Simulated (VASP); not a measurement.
All values below come from PBE GGA, VASP's PBE PAW potentials (set 64) (plane waves; VASP).

VASP ran on this input.

INCAR:
```
# general
SYSTEM = KF
PREC   = Normal
ENCUT  = 520
LREAL  = F
LASPH  = T   # aspherical one-centre terms

# electronic loop
EDIFF  = 1E-6
NELM   = 100   # most electronic steps
ALGO   = Normal

# smearing
ISMEAR = 0   # Gaussian
SIGMA  = 0.05   # width (eV)

# functional
GGA    = PE

# ions
ISIF   = 2   # forces and stress, cell fixed

# output
LWAVE  = F
LCHARG = F
```

### POSCAR
```
KF
1
    0.0000000000     2.6986480000     2.6947740000
    2.7028090000     0.0000000000     2.6947740000
    2.7028090000     2.6986480000     0.0000000000
K F
1 1
Direct
  0.0000000000   0.0000000000   0.0000000000
  0.4961330000   0.5038670000   0.5038670000
```

File KPOINTS:
```
Automatic mesh
0
Gamma
8 8 8
0 0 0
```

POTCAR, in this order: K_sv F (PBE.64 set). Program: vasp_std.

The run wrote:

### OUTCAR
```
 ion  position               nearest neighbor table
   1  0.000  0.000  0.000-   2 2.68   2 2.69   2 2.69   2 2.70   2 2.70   2 2.72
   2  0.496  0.504  0.504-   1 2.68   1 2.69   1 2.69   1 2.70   1 2.70   1 2.72
  LATTYP: Found a face centered orthorhombic cell.
 ALAT       =     5.3895480000
 B/A-ratio  =     1.0014375974
 C/A-ratio  =     1.0029816972
 Subroutine PRICEL returns:
 Original cell was already a primitive cell.
 Subroutine GETGRP returns: Found  4 space group operations
The static configuration has the point symmetry C_2v.
The dynamic configuration has the point symmetry C_2v.
 Subroutine INISYM returns: Found  4 space group operations
 Subroutine IBZKPT returns following result:
 Found     95 irreducible k-points:

 Following reciprocal coordinates:
            Coordinates               Weight
  0.000000  0.000000  0.000000      1.000000
  0.125000  0.000000  0.000000      8.000000
  0.250000  0.000000  0.000000      8.000000
  0.375000  0.000000 -0.000000      8.000000
  0.500000  0.000000  0.000000      4.000000
  0.125000  0.125000  0.000000      2.000000
  0.250000  0.125000  0.000000      8.000000
  0.375000  0.125000 -0.000000      8.000000
  0.500000  0.125000 -0.000000      8.000000
 -0.375000  0.125000  0.000000      8.000000
 -0.250000  0.125000  0.000000      8.000000
 -0.125000  0.125000  0.000000      4.000000
  0.250000  0.250000  0.000000      2.000000
  0.375000  0.250000 -0.000000      8.000000
  0.500000  0.250000  0.000000      8.000000
 -0.375000  0.250000  0.000000      8.000000
 -0.250000  0.250000  0.000000      4.000000
  0.375000  0.375000  0.000000      2.000000
  0.500000  0.375000  0.000000      8.000000
 -0.375000  0.375000  0.000000      4.000000
  0.500000  0.500000  0.000000      1.000000
  0.125000  0.000000  0.125000      2.000000
  0.250000  0.000000  0.125000      8.000000
  0.375000 -0.000000  0.125000      8.000000
  0.500000  0.000000  0.125000      8.000000
 -0.375000 -0.000000  0.125000      8.000000
 -0.250000  0.000000  0.125000      8.000000
 -0.125000 -0.000000  0.125000      4.000000
  0.000000  0.125000  0.125000      2.000000
  0.250000  0.125000  0.125000      4.000000
  0.375000  0.125000  0.125000      8.000000
  0.500000  0.125000  0.125000      8.000000
 -0.375000  0.125000  0.125000      8.000000
 -0.250000  0.125000  0.125000      8.000000
 -0.125000  0.125000  0.125000      8.000000
  0.375000  0.250000  0.125000      4.000000
  0.500000  0.250000  0.125000      8.000000
 -0.375000  0.250000  0.125000      8.000000
 -0.250000  0.250000  0.125000      8.000000
 -0.125000  0.250000  0.125000      4.000000
   k-points           NKPTS =     95   k-points in BZ     NKDIM =     95   number of bands    NBANDS=     12
   number of dos      NEDOS =    301   number of ions     NIONS =      2
   total plane-waves  NPLWV =  13824
   dimension x,y,z NGX =    24 NGY =   24 NGZ =   24
   dimension x,y,z NGXF=    48 NGYF=   48 NGZF=   48
   ions per type =               1   1
   PREC   = normal    normal or accurate (medium, high low for compatibility)
   ISTART =      0    job   : 0-new  1-cont  2-samecut
   ICHARG =      2    charge: 1-file 2-atom 10-const
   ISPIN  =      1    spin polarized calculation?
   LNONCOLLINEAR =      F non collinear calculations
   LSORBIT =      F    spin-orbit coupling
   INIWAV =      1    electr: 0-lowe 1-rand  2-diag
   ENCUT  =  520.0 eV  38.22 Ry    6.18 a.u.   7.09  7.10  7.10*2*pi/ulx,y,z
   NELM   =    100;   NELMIN=  2; NELMDL= -5     # of ELM steps
   EDIFF  = 0.1E-05   stopping-criterion for ELM
   LREAL  =      F    real-space projection
...
```

**OSZICAR**
```
       N       E                     dE             d eps       ncg     rms          rms(c)
DAV:   1     0.118300589931E+03    0.11830E+03   -0.84541E+03  2280   0.129E+03
DAV:   2    -0.476534905187E+01   -0.12307E+03   -0.11335E+03  2988   0.332E+02
DAV:   3    -0.944779860367E+01   -0.46824E+01   -0.46619E+01  2900   0.617E+01
DAV:   4    -0.956937638820E+01   -0.12158E+00   -0.12149E+00  3548   0.859E+00
DAV:   5    -0.957054094169E+01   -0.11646E-02   -0.11645E-02  2908   0.928E-01    0.629E+00
DAV:   6    -0.832581295940E+01    0.12447E+01   -0.43853E+00  2524   0.181E+01    0.369E+00
DAV:   7    -0.829913949358E+01    0.26673E-01   -0.12312E-01  3144   0.311E+00    0.222E+00
DAV:   8    -0.829536490463E+01    0.37746E-02   -0.56065E-02  2476   0.278E+00    0.206E-01
DAV:   9    -0.829706414496E+01   -0.16992E-02   -0.63693E-03  3176   0.659E-01    0.121E-01
DAV:  10    -0.829762014652E+01   -0.55600E-03   -0.88502E-04  2568   0.297E-01    0.596E-02
DAV:  11    -0.829775385646E+01   -0.13371E-03   -0.34982E-04  2524   0.152E-01    0.199E-02
DAV:  12    -0.829774566388E+01    0.81926E-05   -0.60297E-05  2892   0.655E-02    0.690E-03
DAV:  13    -0.829774527261E+01    0.39128E-06   -0.47474E-06  2572   0.219E-02
   1 F= -.82977453E+01 E0= -.82977453E+01  d E =-.669384E-22
```

File OUTCAR:
```
------------------------ aborting loop because EDIFF is reached ----------------------------------------
  FORCE on cell =-STRESS in cart. coord.  units (eV):
  Direction    XX          YY          ZZ          XY          YZ          ZX
  --------------------------------------------------------------------------------------
  Total        0.0925354      0.1062466      0.1240828      0.0000000      0.0000000      0.0000000
  in kB        3.7714190      4.3302381      5.0571796      0.0000000      0.0000000      0.0000000
  external PRESSURE =       4.3862789 kB  Pullay stress =       0.0000000 kB
  volume of cell :       39.31
      direct lattice vectors                 reciprocal lattice vectors
     0.000000000  2.698648000  2.694774000    -0.184992724  0.185277961  0.185544317
     2.702809000  0.000000000  2.694774000     0.184992724 -0.185277961  0.185544317
     2.702809000  2.698648000  0.000000000     0.184992724  0.185277961 -0.185544317
  FREE ENERGIE OF THE ION-ELECTRON SYSTEM (eV)
  ---------------------------------------------------
  free  energy   TOTEN  =        -8.2977452726 eV

  energy  without entropy=       -8.2977452726  energy(sigma->0) =       -8.29774527
```
(Selected blocks of OUTCAR.)

The compound is KF in the rock salt structure. The cell was not relaxed at this level, atoms are displaced from their ideal sites. The run is one of a series of settings (PREC = Normal against the base run), some of them coarse on purpose.
